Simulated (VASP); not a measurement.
Computed with PW91 GGA, VASP's PBE PAW potentials (set 64) (plane waves; VASP).

The input files of a VASP run:

**POSCAR**
```
MgB2
1
    1.5383779060    -2.6645482032    -0.0000000000
    1.5383779060     2.6645482032     0.0000000000
    0.0000000000    -0.0000000000     3.5005661134
Mg B
1 2
Direct
  1.0000000000   0.0000000000   0.0000000000
  0.3333330000   0.6666670000   0.5000000000
  0.6666670000   0.3333330000   0.5000000000
```

**INCAR**
```
ALGO = Normal
EDIFF = 1E-6
EDIFFG = -0.02
ENCUT = 520
GGA = 91
IBRION = 2
ISIF = 3
ISMEAR = 1
LASPH = .TRUE.
LCHARG = .FALSE.
LREAL = .FALSE.
LWAVE = .FALSE.
NELM = 100
NSW = 60
PREC = Accurate
SIGMA = 0.1
SYSTEM = MgB2
```

File KPOINTS:
```
Automatic
0
Gamma
10 10 8
0 0 0
```

POTCAR, in this order: Mg B (PBE.64 set). Program: vasp_std.

Output

### OSZICAR
```
       N       E                     dE             d eps       ncg     rms          rms(c)
DAV:   1     0.497748737318E+01    0.49775E+01   -0.39764E+03  1200   0.841E+02
DAV:   2    -0.167802389687E+02   -0.21758E+02   -0.20680E+02  1632   0.109E+02
DAV:   3    -0.170284333271E+02   -0.24819E+00   -0.24730E+00  1544   0.141E+01
DAV:   4    -0.170288174664E+02   -0.38414E-03   -0.38414E-03  1704   0.485E-01
DAV:   5    -0.170288176764E+02   -0.21004E-06   -0.20958E-06  1488   0.853E-03    0.527E+00
DAV:   6    -0.155874670393E+02    0.14414E+01   -0.23916E+00  1192   0.851E+00    0.257E+00
DAV:   7    -0.153213627694E+02    0.26610E+00   -0.13595E+00  1360   0.629E+00    0.741E-01
DAV:   8    -0.153208391401E+02    0.52363E-03   -0.83518E-02  1176   0.197E+00    0.321E-01
DAV:   9    -0.153162505693E+02    0.45886E-02   -0.15040E-02  1224   0.692E-01    0.567E-02
DAV:  10    -0.153162244068E+02    0.26162E-04   -0.11723E-03  1520   0.217E-01    0.261E-02
DAV:  11    -0.153161955481E+02    0.28859E-04   -0.13790E-04  1224   0.742E-02    0.206E-03
DAV:  12    -0.153161956749E+02   -0.12684E-06   -0.13449E-06  1464   0.108E-02
   1 F= -.15316196E+02 E0= -.15316280E+02  d E =-.153162E+02
       N       E                     dE             d eps       ncg     rms          rms(c)
DAV:   1    -0.153163612624E+02   -0.16571E-03   -0.28419E-03  1304   0.644E-01    0.351E-02
DAV:   2    -0.153163296362E+02    0.31626E-04   -0.56617E-05  1368   0.504E-02    0.180E-02
DAV:   3    -0.153163207623E+02    0.88739E-05   -0.23585E-05  1344   0.297E-02    0.390E-03
DAV:   4    -0.153163197848E+02    0.97746E-06   -0.77571E-07   768   0.649E-03
   2 F= -.15316320E+02 E0= -.15316413E+02  d E =-.124110E-03
```

File OUTCAR:
```
------------------------ aborting loop because EDIFF is reached ----------------------------------------
  FORCE on cell =-STRESS in cart. coord.  units (eV):
  Direction    XX          YY          ZZ          XY          YZ          ZX
  --------------------------------------------------------------------------------------
  Total       -0.0458203     -0.0458203     -0.0069862      0.0000000      0.0000000      0.0000000
  in kB       -2.5468128     -2.5468118     -0.3883141      0.0000000      0.0000000      0.0000000
  external PRESSURE =      -1.8273129 kB  Pullay stress =       0.0000000 kB
  volume of cell :       28.83
      direct lattice vectors                 reciprocal lattice vectors
     1.540859456 -2.668846372 -0.000000000     0.324494228 -0.187346865 -0.000000000
     1.540859456  2.668846372 -0.000000000     0.324494228  0.187346865  0.000000000
     0.000000000 -0.000000000  3.504731954     0.000000000 -0.000000000  0.285328525
 POSITION                                       TOTAL-FORCE (eV/Angst)
 -----------------------------------------------------------------------------------
      3.08172      0.00000     -0.00000        -0.000000      0.000000     -0.000000
      1.54086      0.88962      1.75237        -0.000000      0.000000     -0.000000
      1.54086     -0.88962      1.75237         0.000000     -0.000000      0.000000
 -----------------------------------------------------------------------------------
    total drift:                                0.000000      0.000000      0.000000
  FREE ENERGIE OF THE ION-ELECTRON SYSTEM (eV)
  ---------------------------------------------------
  free  energy   TOTEN  =       -15.3163197848 eV

  energy  without entropy=      -15.3165985106  energy(sigma->0) =      -15.31641269

 reached required accuracy - stopping structural energy minimisation
```
(Selected blocks of OUTCAR.)

File CONTCAR:
```
MgB2
   1.00000000000000
     1.5408594560191584   -2.6688463715374873   -0.0000000000000000
     1.5408594560191584    2.6688463715374873   -0.0000000000000000
     0.0000000000000000   -0.0000000000000000    3.5047319539685744
  Mg              B
     1     2
Direct
     1.0000000000000000    1.0000000000000000    0.0000000000000000
     0.3333330000000032    0.6666669999999968    0.5000000000000000
     0.6666669999999968    0.3333330000000032    0.5000000000000000
```

### OUTCAR
```
 val. band max:        5.3021817839   @ k =   0.4000   0.2000   0.1250

 cond. band min:       5.3790688551   @ k =   0.3000   0.2000   0.0000


 Fermi energy:         5.3402124215

 k-point     1 :       0.0000    0.0000    0.0000
  band No.  band energies     occupation
      1      -7.1382      2.00000
      2       2.3949      2.00000
      3       5.6340     -0.00026
      4       5.6341     -0.00026
      5       7.0602     -0.00000
      6      11.6038      0.00000
      7      11.6039      0.00000
      8      13.3843      0.00000

 k-point     2 :       0.1000    0.0000    0.0000
  band No.  band energies     occupation
      1      -6.9646      2.00000
      2       2.5640      2.00000
      3       4.7820      2.00000
      4       5.2418      2.04685
      5       7.2147     -0.00000
      6      11.4664      0.00000
      7      12.3464      0.00000
      8      13.7761      0.00000

 k-point     3 :       0.2000    0.0000    0.0000
  band No.  band energies     occupation
      1      -6.4467      2.00000
      2       2.9287      2.00000
      3       3.0656      2.00000
      4       4.4585      2.00000
      5       7.6828      0.00000
      6      10.9385      0.00000
      7      13.0989      0.00000
      8      14.1565      0.00000

 k-point     4 :       0.3000    0.0000    0.0000
  band No.  band energies     occupation
      1      -5.5941      2.00000
      2       0.8610      2.00000
      3       3.7396      2.00000
      4       3.8734      2.00000
      5       8.3868      0.00000
      6      10.4315      0.00000
      7      11.1648      0.00000
      8      14.3379      0.00000

 k-point     5 :       0.4000   -0.0000    0.0000
  band No.  band energies     occupation
      1      -4.4293      2.00000
      2      -1.0992      2.00000
      3       3.2679      2.00000
      4       4.8833      2.00000
      5       9.0248      0.00000
      6       9.3517      0.00000
      7      10.3681      0.00000
...
```

The compound is MgB2 in the AlB2 type structure. This run relaxes it. Symmetry was kept, so distortions that lower it aren't found. The start is the result of an earlier pass.
